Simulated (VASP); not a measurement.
VASP ran on this input.

POSCAR:
```
Ge
2.885580
  0.0000000000   1.0000000000   1.0000000000
  1.0000000000   0.0000000000   1.0000000000
  1.0000000000   1.0000000000   0.0000000000
Ge
2
direct
  0.0000000000   0.0000000000   0.0000000000
  0.2500000000   0.2500000000   0.2500000000
```

### INCAR
```
SYSTEM = Ge
PREC = Accurate; ENCUT = 400; LREAL = .FALSE.
LASPH = .TRUE.
EDIFF = 1E-6; NELM = 100; ALGO = Normal
LMAXMIX = 4
ISMEAR = 0; SIGMA = 0.05
GGA = PE
ISIF = 2
LWAVE = .FALSE.; LCHARG = .FALSE.
```

### KPOINTS
```
Automatic
0
gamma
7 7 7
0 0 0
```

POTCAR, in this order: Ge_d (PBE.64 set). Program: vasp_std.

### Question
Translate this PBE calculation to Ansatz.

### Answer
One equivalent input (not run):
Ansatz 0.2 input:
```yaml
crystal:
  lattice:
    - [0.0000000, 2.8855800, 2.8855800]
    - [2.8855800, 0.0000000, 2.8855800]
    - [2.8855800, 2.8855800, 0.0000000]
  atoms:
    - { symbol: Ge, position: [0.0000000, 0.0000000, 0.0000000] }
    - { symbol: Ge, position: [0.2500000, 0.2500000, 0.2500000] }
kpoints:
  mp_grid: { grid: [7, 7, 7] }
hamiltonian:
  xc: pbe
  pseudopotentials: { kind: paw }
scf:
  occupations: { method: gaussian, width: 0.05 }
  max_iter: 100
output: { forces: true, stress: true, eigenvalues: true }
```
The two are equivalent in intent, not identical: each code has its own PAW files, so the cut-off isn't converted (ENCUT is set for VASP's; basis.ecutwfc is left out, and Ansatz then takes the one that its files recommend); Ansatz stops its SCF on the density residual and VASP on the energy change (EDIFF).

The compound is Ge in the diamond structure. The cell was not relaxed at this level.
